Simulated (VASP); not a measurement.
Here is the system:

```
Co
1.0
    2.31702     0.00000     0.00000
    0.00000     2.31702     0.00000
    0.00000     0.00000     2.31702
Co
1
Direct
  0.00000   0.00000   0.00000
```
Starting moments (μB, in the order of the record's atoms Co): 3.0.

Method: PBE GGA, VASP's PBE PAW potentials (set 64) (plane waves; VASP). Run with 400 eV cut-off, 14×14×14 Γ-centred mesh, first-order Methfessel-Paxton smearing of 0.10 eV, potentials Co.

Q: Give the stress tensor in GPa (positive for a compressed cell).

A: 
```
3.38  0.00  0.00
0.00  3.38  0.00
0.00  0.00  3.38
```
The pressure is its mean diagonal, 3.38 GPa.

The structure was generated: Co was put into the simple-cubic type (Pm-3m), which need not be its known phase. The cell was not relaxed at this level.
